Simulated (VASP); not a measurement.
A VASP calculation is set up with these files.

### KPOINTS
```
Automatic mesh
0
Monkhorst-Pack
7 7 7
0 0 0
```

POSCAR:
```
AsAu3
1
    0.0000000000     3.4412440000     3.4412440000
    3.4412440000     0.0000000000     3.4412440000
    3.4412440000     3.4412440000     0.0000000000
As Au
1 3
Direct
  0.0000000000   0.0000000000   0.0000000000
  0.5000000000   0.5000000000   0.5000000000
  0.2500000000   0.2500000000   0.2500000000
  0.7500000000   0.7500000000   0.7500000000
```

**INCAR**
```
NELM=100   # most electronic steps
LREAL=.False.   # projection in real space or not
ENCUT=400   # plane-wave cut-off (eV)
ISMEAR=0
LWAVE=.False.
ALGO=Normal   # blocked Davidson
PREC=Accurate
SYSTEM=AsAu3
LCHARG=.False.
LMAXMIX=6
SIGMA=0.05   # width (eV)
ISIF=2   # forces and stress, cell fixed
LASPH=.True.   # aspherical one-centre terms
GGA=PE   # PBE
EDIFF=1E-6   # SCF stop (eV)
```

POTCAR, in this order: As Au (PBE.64 set). Program: vasp_std.

Question: Write an equivalent input for Ansatz.

Answer: One equivalent input (not run):
Ansatz 0.2 input:
```yaml
crystal:
  lattice:
    - [0.0000000, 3.4412440, 3.4412440]
    - [3.4412440, 0.0000000, 3.4412440]
    - [3.4412440, 3.4412440, 0.0000000]
  atoms:
    - { symbol: As, position: [0.0000000, 0.0000000, 0.0000000] }
    - { symbol: Au, position: [0.5000000, 0.5000000, 0.5000000] }
    - { symbol: Au, position: [0.2500000, 0.2500000, 0.2500000] }
    - { symbol: Au, position: [0.7500000, 0.7500000, 0.7500000] }
kpoints:
  mp_grid: { grid: [7, 7, 7] }
hamiltonian:
  xc: pbe
  pseudopotentials: { kind: paw }
scf:
  occupations: { method: gaussian, width: 0.05 }
  max_iter: 100
output: { forces: true, stress: true, eigenvalues: true }
```
The two are equivalent in intent, not identical: each code has its own PAW files, so the cut-off isn't converted (ENCUT is set for VASP's; basis.ecutwfc is left out, and Ansatz then takes the one that its files recommend); Ansatz stops its SCF on the density residual and VASP on the energy change (EDIFF).

The structure was generated: AsAu3 was put into the D03 type (Fm-3m), which need not be its known phase. The cell was not relaxed at this level. The run is one of a series of settings (KPOINTS 7×7×7 Monkhorst-Pack mesh against the base run), some of them coarse on purpose.
